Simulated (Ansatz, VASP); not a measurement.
# C (Diamond) in two plane-wave programs

One calculation is typed for both programs; each brings its own data sets and cutoff. How far apart do they land?

Main program and level: Ansatz 0.2.0; plane waves, with VASP 6.6.1 beside it; single point at LDA.

## 1. The starting structure

The structure is cubic, space group Fd-3m (No. 227). Conventional cell: a = 3.567 Å, b = 3.567 Å, c = 3.567 Å, α = 90.00°, β = 90.00°, γ = 90.00°. Nearest to C lie 4 C at 1.54 Å.

## 2. VASP: single point, LDA

A single point gives forces, pressure and levels at one fixed geometry, so differences don't come from the geometry; what else differs is listed under the comparison.

Lines of VASP's logs that name or quote its potential files are left out, and so is its time.

File INCAR:

```
SYSTEM = C
PREC = Accurate
ENCUT = 440
EDIFF = 1E-08
NELM = 100
ISMEAR = 0
SIGMA = 0.01
LREAL = .FALSE.
ALGO = Normal
GGA = CA
NBANDS = 10
LORBIT = 11
LWAVE = .TRUE.
LCHARG = .FALSE.
KPAR = 4
```

File POSCAR:

```
C
1.0
    0.0000000000      1.7833700000      1.7833700000
    1.7833700000      0.0000000000      1.7833700000
    1.7833700000      1.7833700000      0.0000000000
C
2
Direct
    0.7500000000      0.7500000000      0.7500000000
    0.5000000000      0.5000000000      0.5000000000
```

File KPOINTS:

```
Automatic mesh
0
Gamma
8 8 8
0 0 0
```

The projector-augmented-wave data sets are C_GW (LDA family, release 64).

Launch:

```
> mpirun -np 4 vasp_std
```

Numbers of over 12 decimals in the logs are rounded to 6 here.

Output:

```text
[banner, memory and clock lines left out]
running    4 mpi-ranks, on    1 nodes
 distrk:  each k-point on    1 cores,    4 groups
 distr:  one band on    1 cores,    1 groups

 POSCAR found type information on POSCAR C
 POSCAR found :  1 types and       2 ions
 LDA part: xc-table for (Slater(with rela. corr.)+CA(PZ))
 , standard interpolation
 POSCAR, INCAR and KPOINTS ok, starting setup
 FFT: planning ... GRIDC
 FFT: planning ... GRID_SOFT
 FFT: planning ... GRID
 WAVECAR not read
 entering main loop
       N       E                     dE             d eps       ncg     rms          rms(c)
DAV:   1     0.977055672247E+01    0.97706E+01   -0.43982E+03   596   0.693E+02
DAV:   2    -0.204686590065E+02   -0.30239E+02   -0.28511E+02   748   0.192E+02
DAV:   3    -0.210462372666E+02   -0.57758E+00   -0.57484E+00   710   0.205E+01
DAV:   4    -0.210478317242E+02   -0.15945E-02   -0.15943E-02   660   0.124E+00
DAV:   5    -0.210478380464E+02   -0.63221E-05   -0.63220E-05   706   0.777E-02    0.491E+00
DAV:   6    -0.204421338311E+02    0.60570E+00   -0.33722E-01   778   0.531E+00    0.263E+00
DAV:   7    -0.202270482610E+02    0.21509E+00   -0.38259E-01   824   0.538E+00    0.359E-01
DAV:   8    -0.202263847728E+02    0.66349E-03   -0.58314E-03   636   0.919E-01    0.288E-02
DAV:   9    -0.202263916022E+02   -0.68294E-05   -0.20203E-05   662   0.453E-02    0.138E-02
DAV:  10    -0.202263933221E+02   -0.17198E-05   -0.11702E-06   658   0.106E-02    0.143E-03
DAV:  11    -0.202263933268E+02   -0.47943E-08   -0.12075E-08   766   0.153E-03
   1 F= -.20226393E+02 E0= -.20226393E+02  d E =-.273292E-23
 writing wavefunctions
```

From OUTCAR (step 2):

```text
ion  position               nearest neighbor table
   1  0.750  0.750  0.750-   2 1.54   2 1.54   2 1.54   2 1.54
   2  0.500  0.500  0.500-   1 1.54   1 1.54   1 1.54   1 1.54

  LATTYP: Found a face centered cubic cell.
 ALAT       =     3.5667400000

 Subroutine GETGRP returns: Found 48 space group operations
 (whereof 24 operations were pure point group operations)

The static configuration has the point symmetry T_d .
 The point group associated with its full space group is O_h .

 Found     29 irreducible k-points:

   k-points           NKPTS =     29   k-points in BZ     NKDIM =     29   number of bands    NBANDS=     10

   dimension x,y,z NGX =    18 NGY =   18 NGZ =   18
   dimension x,y,z NGXF=    36 NGYF=   36 NGZF=   36

   ENCUT  =  440.0 eV  32.34 Ry    5.69 a.u.   4.31  4.31  4.31*2*pi/ulx,y,z

   NELECT =       8.0000    total number of electrons

 k-points in reciprocal lattice and weights: Automatic mesh
   0.00000000  0.00000000  0.00000000       0.002
   0.12500000  0.00000000  0.00000000       0.016
   0.25000000  0.00000000  0.00000000       0.016
   0.37500000  0.00000000  0.00000000       0.016
   0.50000000  0.00000000  0.00000000       0.008
   0.12500000  0.12500000  0.00000000       0.012
   0.25000000  0.12500000  0.00000000       0.047
   0.37500000  0.12500000  0.00000000       0.047
   0.50000000  0.12500000  0.00000000       0.047
[...]
-0.37500000  0.50000000  0.12500000       0.023
  -0.25000000  0.50000000  0.25000000       0.012

 average (electrostatic) potential at core
       1 -49.4957       2 -49.4957

 E-fermi :   9.8253

 k-point     1 :       0.0000    0.0000    0.0000
  band No.  band energies     occupation
      1     -11.5539      2.00000
      2       9.7590      2.00000
      3       9.7590      2.00000
      4       9.7590      2.00000
      5      15.3056      0.00000
      6      15.3056      0.00000
      7      15.3056      0.00000
      8      23.3131      0.00000
      9      28.7668      0.00000
    ...

 k-point     2 :       0.1250    0.0000    0.0000
  band No.  band energies     occupation
      1     -11.1223      2.00000
      2       7.3812      2.00000
      3       9.1117      2.00000
      4       9.1117      2.00000
      5      16.1597      0.00000
      6      16.1597      0.00000
      7      16.6053      0.00000
      8      23.6066      0.00000
      9      29.3965      0.00000
    ...

 k-point     3 :       0.2500    0.0000    0.0000
  band No.  band energies     occupation
      1      -9.8400      2.00000
      2       3.2333      2.00000
      3       8.0231      2.00000
      4       8.0231      2.00000
      5      17.4876      0.00000
      6      17.4876      0.00000
      7      17.9543      0.00000
      8      24.3490      0.00000
      9      30.1581      0.00000
    ...

  Total       -1.2868938     -1.2868938     -1.2868938      0.0000000      0.0000000     -0.0000000
  in kB     -181.7602609   -181.7602609   -181.7602609      0.0000000      0.0000000     -0.0000000
  external PRESSURE =    -181.7602609 kB  Pullay stress =       0.0000000 kB

  energy-cutoff  :      440.00
  volume of cell :       11.34
      direct lattice vectors                 reciprocal lattice vectors
     0.000000000  1.783370000  1.783370000    -0.280368067  0.280368067  0.280368067
     1.783370000  0.000000000  1.783370000     0.280368067 -0.280368067  0.280368067
     1.783370000  1.783370000  0.000000000     0.280368067  0.280368067 -0.280368067

 POSITION                                       TOTAL-FORCE (eV/Angst)
 -----------------------------------------------------------------------------------
      2.67505      2.67505      2.67505         0.000000      0.000000      0.000000
      1.78337      1.78337      1.78337        -0.000000     -0.000000     -0.000000
 -----------------------------------------------------------------------------------
    total drift:                                0.000000     -0.000000      0.000000

  FREE ENERGIE OF THE ION-ELECTRON SYSTEM (eV)
  ---------------------------------------------------
  free  energy   TOTEN  =       -20.2263933268 eV

  energy  without entropy=      -20.2263933268  energy(sigma->0) =      -20.22639333

 total charge
# of ion       s       p       d       tot
------------------------------------------
    1        0.791   1.719   0.000   2.510
    2        0.791   1.719   0.000   2.510
--------------------------------------------------
tot          1.582   3.438   0.000   5.019

[... 3 further parts left out ...]
```

The run ends at a pressure of -18.18 GPa.

## 3. Ansatz: single point, LDA

Ansatz runs on its default PAW (the set named soft_2) files.

The same cell, functional (in two slightly different forms), mesh and smearing now go to Ansatz, which takes its cutoff from its data sets.

File input.yaml:

```yaml
crystal:
  lattice:
    - [0.0, 1.78337, 1.78337]
    - [1.78337, 0.0, 1.78337]
    - [1.78337, 1.78337, 0.0]
  atoms:
    - { symbol: C, position: [0.75, 0.75, 0.75] }
    - { symbol: C, position: [0.5, 0.5, 0.5] }
hamiltonian:
  xc: lda
  pseudopotentials: { kind: paw }
kpoints:
  mp_grid: { grid: [8, 8, 8] }
scf:
  occupations: { method: gaussian, width: 0.01 }
  n_extra_bands: 4
output:
  forces: true
  stress: true
  eigenvalues: true
```

Launch:

```
> ansatz run input.yaml --threads 2 --pin off --max-ram 4608MiB --backend cpu --events-out ev --progress --plain --runs-dir out
```

Output:

```text
scf.n_extra_bands = 4 over 4 filled bands (N_el = 8.0): the run solves 8 bands
Engine: ansatz 0.2.0, aarch64-unknown-linux-gnu
Pseudopotentials: kind: paw
Pseudopotential: C, paw, valence charge 4, recommended cutoff 420 eV (normal), C.paw.azcp
Functional definition: SPW92
  exchange = slater_x
  correlation = pw_c
Crystal: 2 atoms, lattice volume = 11.344 Å³
Basis set: ecut = 420 eV, 229 PW (Γ)
Bands: 8, of which v1, the nominal top of the filled ones, is band 4 counted from 1 (3 counted from 0)
Symmetry: 48 space group operations
Space group: Fd-3m (ITA 227), of the structure as read, at distance tolerance 2.2e-5 Å
k-points: 29 of 512
Non-local potential: C, projectors of the file, l = 0: 2, l = 1: 2, l = 2: 1
PAW form: soft (Blöchl's): semilocal exchange-correlation on the pseudo side does not see the compensation charge
PAW frozen core: C, regenerated for the run's functional, and the local potential with it (the file was generated under x = pbe(κ = 0.804, μ = 0.219515), c = pbe(β = 0.066725))
PAW one-centre angular grid: C, 110 points (default); XC on 64 Gauss nodes
Initial density: superposition of atomic densities (neutral atoms: chi_scale 0, normalization atom), corrected by the library's trained network
Initial wavefunctions: pseudopotential atomic-orbital guess
Functional: x = slater, c = lda
SCF iter   1: F=—  HF=-485.971071 eV  |F-HF|=—  |Δ(HF+E_count)|=         —  Δρ=7.12e-3  dr2=1.98e-3  ethr=1.77e-3  ⟨swp⟩=4.9  Hψ=1511  notcnv=0
preconditioner: auto → none  [insulator: Δε(μ)=4.100 eV  Ē_g=19.481 eV  σ=0.010 eV  W_gap=1.00  n_scr=0 (ndim 8)  ℏωp=31.2 eV  f_vac=0.000  D(μ)=0.00/eV (n_scr^D=0)  ε∞_Penn≈3.6]
SCF iter   2: F=—  HF=-485.970626 eV  |F-HF|=—  |Δ(HF+E_count)|=   4.45e-4  Δρ=3.35e-3  dr2=4.39e-4  ethr=2.48e-5  ⟨swp⟩=1.5  Hψ=485  notcnv=0
SCF iter   3: F=—  HF=-485.970506 eV  |F-HF|=—  |Δ(HF+E_count)|=   1.20e-4  Δρ=9.90e-5  dr2=1.00e-6  ethr=5.49e-6  ⟨swp⟩=2.0  Hψ=342  notcnv=0
SCF iter   4: F=—  HF=-485.970505 eV  |F-HF|=—  |Δ(HF+E_count)|=   2.91e-7  Δρ=2.60e-5  dr2=4.58e-8  ethr=1.25e-8  ⟨swp⟩=2.6  Hψ=336  notcnv=0
iter 5 did not close the SCF: its close was put off for the readings that it lacked (scf_convergence_deferred on its scf_iter line)
SCF iter   5: F=-485.970505 eV  HF=-485.970505 eV  |F-HF|=7.30e-10  |Δ(HF+E_count)|=   8.74e-9  Δρ=3.66e-6  dr2=1.17e-9  ethr=5.72e-10  ⟨swp⟩=2.4  Hψ=340  notcnv=0
SCF iter   6: F=-485.970505 eV  HF=-485.970505 eV  |F-HF|=2.33e-12  |Δ(HF+E_count)|=  5.37e-10  Δρ=6.01e-7  dr2=1.03e-11  ethr=1.46e-11  ⟨swp⟩=1.0  Hψ=702  notcnv=0
SCF 1 converged in 6 iterations: F = -485.970505 eV  dr2 = 1.03e-11
  greatest PAW one-centre occupation: 0.635 electrons in one spin orbital (limit 2), on the C atom at site 1 (counted from 0), in its partial waves of l = 0
SCF converged after 6 iterations
Free energy (F): -485.970505 eV
Harris-Foulkes:  -485.970505 eV  (|F-HF|=2.33e-12)
Internal energy: -485.970505 eV  (E = F + TS)
E sigma→0 (E₀):  -485.970505 eV
Fermi energy:    15.114700 eV
--- Per-component energies (eV) ---
  E_band       = 33.226490
  E_kinetic    = 184.441083
  E_local      = -124.338859  (includes V_loc(G=0)·N_el)
  E_nonlocal   = 55.372443
  E_hartree    = 26.560485
  E_xc         = -96.666196
  E_vxc        = -120.324698  (∫ρ·V_xc dr)
  E_paw        = -183.503783  (= ΣΔE_a)
  E_vpaw       = -15.044457  (= ΣTr[D̂ρ^β])
  E_aug_tail   = 0.000021  (compensation charges beyond the density's cutoff)
  E_ewald      = -347.961363
  E_core_change = 0.125665  (= ΣΔE_core)
  E_smearing   = -0.000000  (= −TS)
  E_closure    = 0.000000  (closes the sum)
  Σ components = -485.970505   (vs F -485.970505, Δ=0.00e0)
--- Forces (eV/Å), atoms counted from 1 ---
  atom   1  C     -0.00000000     0.00000000    -0.00000000
  atom   2  C     -0.00000000     0.00000000    -0.00000000
  max |Σ_I F_I| component: 1.25e-16 eV/Å
--- Stress (GPa, compression-positive) ---
      -13.083434      -0.000000       0.000000
        0.000000     -13.083434       0.000000
       -0.000000       0.000000     -13.083434
  P = ⅓ Tr σ = -13.0834 GPa (-130.834 kbar)
--- Band table (eV; the first three rows and the last of 29) ---
  k-point 0: bands = ["-8.2651", "13.0625", "13.0625", "13.0625", "18.6017", "18.6017", "18.6017", "26.5600"]
  k-point 1: bands = ["-7.8334", "10.6695", "12.4102", "12.4102", "19.4551", "19.4551", "19.9006", "26.8574"]
  k-point 2: bands = ["-6.5509", "6.5226", "11.3165", "11.3165", "20.7859", "20.7859", "21.2435", "27.6114"]
  k-point 28: bands = ["1.2759", "1.2759", "4.6974", "4.6974", "23.5069", "23.5069", "25.3746", "25.3746"]
```

It took 0.56 s on 2 threads of Arm Neoverse V2, shared host; peak memory 0.23 GiB.

The run ends at a pressure of -13.08 GPa.

## 4. Comparison

Known differences besides the potentials themselves: the two LDA forms differ slightly; the cutoff is 420 eV in Ansatz and 440 eV in VASP; VASP's log shows a relativistic correction to its local exchange, Ansatz's none. Total energies have different zeros and are not compared.

The two programs side by side:

| quantity | Ansatz | VASP | difference |
| --- | --- | --- | --- |
| gap on the k mesh (eV) | 4.104 | 4.103 | +0.002 |

Not compared: the pressure (VASP's GW data sets at this cutoff don't carry it). A gap on the mesh is an upper bound, since the band edges may lie between its points.

## 5. Other set-ups

Further runs change the set-up of one program: Ansatz's method, potentials or start, or VASP's data sets, cutoff or form of LDA. The table gives Ansatz less VASP for each quantity, since a change that brings one quantity closer may part another.

```
                                        run  gap on the k mesh (eV)
                                   as above                  0.0017
                       cores kept as stored                 -5.9e-4
    Ansatz's larger PAW set (cutoff 800 eV)                  0.0020
norm-conserving potentials (cutoff 1116 eV)                   0.039
```

## 6. Outcome

- difference in gap on the k mesh (single point, LDA): 0.0017 eV

In words: The difference in gap on the k mesh is 0.0017 eV (single point, LDA), within the 0.08 eV picked in this series as the mark of a large difference. Single point, LDA, cores kept as stored: the difference in gap on the k mesh goes from 0.0017 to -5.9e-4 eV. Single point, LDA, norm-conserving potentials (cutoff 1116 eV): the difference in gap on the k mesh goes from 0.0017 to 0.039 eV. How closely two codes agree says nothing of how well the functional describes the real material.

[Lines on the potential files, build, host, timing and source positions are cut from VASP's logs without a mark.]

[Logs are printed without paths, hosts, clocks, repeated set-up lines and the standing remarks that a program may print on its own settings, such as how far it seeks lower states.]

[Hosts, paths, dates, database ids (printed as entryN), source tags and the programs' standing remarks are cut or masked in the printed files.]
